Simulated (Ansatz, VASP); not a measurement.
# Cross-check of NiSb between VASP and Ansatz

Wanted: the spread between two codes on one cell, functional and k mesh.

Program: Ansatz 0.2.0. Level of theory: plane waves, with VASP 6.6.1 beside it; relaxation of cell and atoms at PBE. Results are calculated unless marked as measured.

## Step 1: Starting point

Symmetry: P6_3/mmc, No. 194, hexagonal system. Conventional cell: a = 3.946 Å, b = 3.946 Å, c = 5.148 Å, α = 90.00°, β = 90.00°, γ = 120.00°. Ni has 2 Ni at 2.57 Å and 6 Sb at 2.62 Å nearest. Nearest to Sb lie 6 Ni at 2.62 Å. Farther neighbours are not listed.

As a file:

```xyz
4
Lattice="3.9460 0.0000 0.0000 -1.9730 3.4173 0.0000 0.0000 0.0000 5.1480" Properties=species:S:1:pos:R:3 pbc="T T T"
Ni    0.0000    0.0000    0.0000
Ni    0.0000    0.0000    2.5740
Sb    0.0000    2.2782    1.2870
Sb    1.9730    1.1391    3.8610
```

## Step 2: VASP: relaxation of cell and atoms, PBE

The relaxed volume is the usual yardstick between codes: its relative difference is about their pressure difference at one cell divided by the bulk modulus.

Lines of VASP's logs that name or quote its potential files are left out, and so is its time.

The input, INCAR:

```
SYSTEM = NiSb
PREC = Accurate
ENCUT = 520
EDIFF = 1E-06
NELM = 100
ISMEAR = -1
SIGMA = 0.05
LREAL = .FALSE.
ALGO = Normal
GGA = PE
NBANDS = 23
ISPIN = 2
MAGMOM = 1 1 0 0
LMAXMIX = 4
LORBIT = 11
LWAVE = .FALSE.
LCHARG = .FALSE.
KPAR = 2
IBRION = 2
NSW = 60
ISIF = 3
EDIFFG = -0.01
```

The input, POSCAR:

```
NiSb
1.0
    3.9460000000      0.0000000000      0.0000000000
   -1.9730000000      3.4173362433      0.0000000000
    0.0000000000      0.0000000000      5.1480000000
Ni Sb
2 2
Direct
    0.0000000000      0.0000000000      0.0000000000
    0.0000000000      0.0000000000      0.5000000000
    0.3333333333      0.6666666667      0.2500000000
    0.6666666667      0.3333333333      0.7500000000
```

The input, KPOINTS:

```
Automatic mesh
0
Gamma
6 6 4
0 0 0
```

PAW data sets: Ni and Sb (PBE family, release 64).

On the command line:

```bash
$ mpirun -np 2 vasp_std
```

Numbers of over 12 decimals in the logs are rounded to 6 here.

The program printed:

```text
[banner, memory and clock lines left out]
running    2 mpi-ranks, on    1 nodes
 distrk:  each k-point on    1 cores,    2 groups
 distr:  one band on    1 cores,    1 groups

 POSCAR found type information on POSCAR NiSb
 POSCAR found :  2 types and       4 ions
 LDA part: xc-table for (Slater+PW92), standard interpolation
 POSCAR, INCAR and KPOINTS ok, starting setup
 FFT: planning ... GRIDC
 FFT: planning ... GRID_SOFT
 FFT: planning ... GRID
 WAVECAR not read
 entering main loop
       N       E                     dE             d eps       ncg     rms          rms(c)
DAV:   1     0.170282611630E+03    0.17028E+03   -0.12306E+04  1932   0.134E+03
DAV:   2    -0.122294472615E+02   -0.18251E+03   -0.17342E+03  2037   0.281E+02
DAV:   3    -0.213579079251E+02   -0.91285E+01   -0.88764E+01  2353   0.767E+01
DAV:   4    -0.215512719757E+02   -0.19336E+00   -0.19312E+00  2165   0.106E+01
DAV:   5    -0.215578688760E+02   -0.65969E-02   -0.65966E-02  2641   0.202E+00    0.140E+01
DAV:   6    -0.245274053236E+02   -0.29695E+01   -0.25459E+01  2205   0.908E+01    0.183E+01
DAV:   7    -0.202978539368E+02    0.42296E+01   -0.10590E+01  2310   0.639E+01    0.349E+00
DAV:   8    -0.203289306673E+02   -0.31077E-01   -0.95025E-01  2802   0.894E+00    0.249E+00
DAV:   9    -0.202806633323E+02    0.48267E-01   -0.16669E-01  2272   0.662E+00    0.697E-01
DAV:  10    -0.202819217850E+02   -0.12585E-02   -0.54422E-03  2328   0.659E-01    0.376E-01
DAV:  11    -0.202823038020E+02   -0.38202E-03   -0.88143E-04  2291   0.382E-01    0.195E-01
DAV:  12    -0.202821385279E+02    0.16527E-03   -0.55925E-04  2318   0.403E-01    0.413E-02
DAV:  13    -0.202821518884E+02   -0.13360E-04   -0.50988E-05  2187   0.568E-02    0.246E-02
DAV:  14    -0.202821522777E+02   -0.38937E-06   -0.52775E-06  2169   0.240E-02
   1 F= -.20282152E+02 E0= -.20271424E+02  d E =-.202822E+02  mag=     0.0001
[...]
2 F= -.20283947E+02 E0= -.20273175E+02  d E =-.179516E-02  mag=     0.0000
[...]
3 F= -.20289512E+02 E0= -.20278761E+02  d E =-.735947E-02  mag=     0.0000
[...]
4 F= -.20289494E+02 E0= -.20278738E+02  d E =-.734181E-02  mag=     0.0000
[...]
5 F= -.20289508E+02 E0= -.20278751E+02  d E =-.735549E-02  mag=     0.0000
 curvature:  -0.16 expect dE=-0.248E-04 dE for cont linesearch -0.201E-05
 ZBRENT: accuracy reached
 trial: gam= 0.02625 g(F)=  0.850E-48 g(S)=  0.160E-03 ort =-0.620E-03 (trialstep = 0.908E+00)
 search vector abs. value=  0.148E-03
 bond charge predicted
       N       E                     dE             d eps       ncg     rms          rms(c)
DAV:   1    -0.202897978930E+02   -0.28957E-03   -0.63465E-03  2170   0.545E-01    0.995E-02
DAV:   2    -0.202896778260E+02    0.12007E-03   -0.23446E-04  2578   0.259E-01    0.688E-02
DAV:   3    -0.202896541827E+02    0.23643E-04   -0.28803E-04  2240   0.309E-01    0.609E-02
DAV:   4    -0.202895997214E+02    0.54461E-04   -0.86842E-05  2510   0.168E-01    0.488E-03
DAV:   5    -0.202896002158E+02   -0.49447E-06   -0.10841E-05  1953   0.318E-02    0.348E-03
DAV:   6    -0.202896001854E+02    0.30434E-07   -0.17293E-07  1008   0.460E-03
   6 F= -.20289600E+02 E0= -.20278923E+02  d E =-.924151E-04  mag=    -0.0000
 trial-energy change:   -0.000092  1 .order   -0.000093   -0.000130   -0.000055
 step:   1.5766(harm=  1.5766)  dis= 0.00000  next Energy=   -20.289621 (dE=-0.113E-03)
 reached required accuracy - stopping structural energy minimisation
```

OUTCAR, selected parts (step 2):

```text
ion  position               nearest neighbor table
   1  0.000  0.000  0.000-   2 2.57   2 2.57   4 2.62   3 2.62   3 2.62   4 2.62   4 2.62   3 2.62

  LATTYP: Found a hexagonal cell.
 ALAT       =     3.9460000000
 C/A-ratio  =     1.3046122656

 Subroutine GETGRP returns: Found 24 space group operations
 (whereof 12 operations were pure point group operations)

The static configuration has the point symmetry D_3d.
 The point group associated with its full space group is D_6h.

 Found     21 irreducible k-points:

   k-points           NKPTS =     21   k-points in BZ     NKDIM =     21   number of bands    NBANDS=     23

   dimension x,y,z NGX =    30 NGY =   30 NGZ =   40
   dimension x,y,z NGXF=    60 NGYF=   60 NGZF=   80

   ENCUT  =  520.0 eV  38.22 Ry    6.18 a.u.   7.34  7.34  9.57*2*pi/ulx,y,z

   NELECT =      30.0000    total number of electrons

 k-points in reciprocal lattice and weights: Automatic mesh
   0.00000000  0.00000000  0.00000000       0.007
   0.16666667  0.00000000  0.00000000       0.042
   0.33333333  0.00000000  0.00000000       0.042
   0.50000000  0.00000000  0.00000000       0.021
   0.16666667  0.16666667  0.00000000       0.042
   0.33333333  0.16666667  0.00000000       0.083
   0.33333333  0.33333333  0.00000000       0.014
   0.00000000  0.00000000  0.25000000       0.014
   0.16666667  0.00000000  0.25000000       0.083
[...]
0.33333333  0.16666667  0.50000000       0.083
   0.33333333  0.33333333  0.50000000       0.014

 average (electrostatic) potential at core
       1 -81.8656       2 -81.8656       3 -83.4351       4 -83.4351

 E-fermi :   9.6310

 spin component 1
 k-point     1 :       0.0000    0.0000    0.0000
  band No.  band energies     occupation
    ...
      9       7.5583      1.00000
     10       7.5583      1.00000
     11       8.3081      1.00000
     12       8.3081      1.00000
     13       9.5572      0.81395
     14      10.1852      0.00002
     15      10.1852      0.00002
     16      12.0020      0.00000
     17      12.0020      0.00000
     18      12.7294      0.00000
    ...

 k-point     2 :       0.1667    0.0000    0.0000
  band No.  band energies     occupation
    ...
     11       8.2909      1.00000
     12       8.3105      1.00000
     13       8.5304      1.00000
     14       9.2745      0.99920
     15       9.4482      0.97484
     16      10.9678      0.00000
     17      12.7555      0.00000
     18      12.8777      0.00000
     19      14.2182      0.00000
     20      15.2248      0.00000
    ...

 k-point     3 :       0.3333    0.0000    0.0000
  band No.  band energies     occupation
    ...
     11       7.7383      1.00000
     12       8.1421      1.00000
     13       8.2608      1.00000
     14       8.3173      1.00000
     15       8.9080      1.00000
     16       9.7828      0.04586
     17      11.2802      0.00000
     18      13.3068      0.00000
     19      13.3246      0.00000
     20      15.3024      0.00000
    ...

 k-point     4 :       0.5000    0.0000    0.0000
  band No.  band energies     occupation
    ...
     12       7.8016      1.00000
     13       8.0659      1.00000
     14       8.2515      1.00000
     15       8.3225      1.00000
     16       9.1832      0.99987
     17      10.6862      0.00000
     18      13.0229      0.00000
     19      13.4249      0.00000
     20      14.9065      0.00000
     21      14.9144      0.00000
    ...

 k-point     5 :       0.1667    0.1667    0.0000
  band No.  band energies     occupation
    ...
     11       7.7476      1.00000
     12       8.2729      1.00000
     13       8.3103      1.00000
     14       8.3957      1.00000
     15       9.2053      0.99980
     16      11.3172      0.00000
     17      11.5142      0.00000
     18      11.7605      0.00000
     19      13.9238      0.00000
     20      14.8185      0.00000
    ...

 k-point     6 :       0.3333    0.1667    0.0000
  band No.  band energies     occupation
    ...
     11       7.8749      1.00000
     12       7.9029      1.00000
     13       8.2598      1.00000
     14       8.3098      1.00000
     15       8.5213      1.00000
     16       9.9103      0.00374
     17      10.4304      0.00000
     18      11.5556      0.00000
     19      13.0404      0.00000
     20      14.2565      0.00000
    ...

  Total       -0.0353958     -0.0353958      0.0205668      0.0000000      0.0000000     -0.0000000
  in kB       -0.8026044     -0.8026044      0.4663542      0.0000000      0.0000000     -0.0000000
  external PRESSURE =      -0.3796182 kB  Pullay stress =       0.0000000 kB

  energy-cutoff  :      520.00
  volume of cell :       70.66
      direct lattice vectors                 reciprocal lattice vectors
     3.966155260  0.000000000 -0.000000000     0.252133347  0.145569256  0.000000000
    -1.983077630  3.434791210 -0.000000000     0.000000000  0.291138511  0.000000000
    -0.000000000 -0.000000000  5.186690555     0.000000000  0.000000000  0.192801169

 POSITION                                       TOTAL-FORCE (eV/Angst)
 -----------------------------------------------------------------------------------
      3.96616     -0.00000      5.18669         0.000000     -0.000000      0.000000
      3.96616     -0.00000      2.59335         0.000000      0.000000      0.000000
     -0.00000      2.28986      1.29667        -0.000000     -0.000000     -0.000000
      1.98308      1.14493      3.89002         0.000000     -0.000000      0.000000
 -----------------------------------------------------------------------------------
    total drift:                                0.000000     -0.000000     -0.000000

  FREE ENERGIE OF THE ION-ELECTRON SYSTEM (eV)
  ---------------------------------------------------
  free  energy   TOTEN  =       -20.2896001854 eV

  energy  without entropy=      -20.2682453526  energy(sigma->0) =      -20.27892277

 reached required accuracy - stopping structural energy minimisation

 total charge
# of ion       s       p       d       tot
------------------------------------------
    1        0.440   0.456   8.449   9.345
    2        0.440   0.456   8.449   9.345
    3        1.136   1.204   0.070   2.410
    4        1.136   1.204   0.070   2.410
--------------------------------------------------
tot          3.153   3.320  17.038  23.511

 magnetization (x)
# of ion       s       p       d       tot
------------------------------------------
    1        0.000   0.000  -0.000   0.000
    2        0.000   0.000  -0.000   0.000
    3       -0.000  -0.000   0.000  -0.000
    4       -0.000  -0.000   0.000  -0.000
--------------------------------------------------
tot          0.000   0.000  -0.000   0.000

[... 1 further part left out ...]
```

CONTCAR:

```
NiSb
   1.00000000000000
     3.9661552598807295    0.0000000000000000   -0.0000000000000000
    -1.9830776299403647    3.4347912103760780   -0.0000000000000000
    -0.0000000000000000   -0.0000000000000000    5.1866905552745237
  Ni              Sb
     2     2
Direct
     1.0000000000000000    0.0000000000000000    1.0000000000000000
     1.0000000000000000    0.0000000000000000    0.5000000000000000
     0.3333333332999970    0.6666666667000030    0.2500000000000000
     0.6666666667000030    0.3333333332999970    0.7500000000000000
```

The moments of VASP's start collapse, so its state is non-magnetic. The k-mesh is coarse for a metal. LASPH is off, so gradient terms of the non-spherical density inside the spheres are left out; for open d or f shells this can shift gaps and moments. The run keeps the 24 symmetry operations of its start, so it cannot find a distortion of lower symmetry.

[end of part 1 of 2]

[Lines on the potential files, build, host, timing and source positions are cut from VASP's logs without a mark.]

[Logs are printed without paths, hosts, clocks, repeated set-up lines and the standing remarks that a program may print on its own settings, such as how far it seeks lower states.]

[Hosts, paths, dates, database ids (printed as entryN), source tags and the programs' standing remarks are cut or masked in the printed files.]
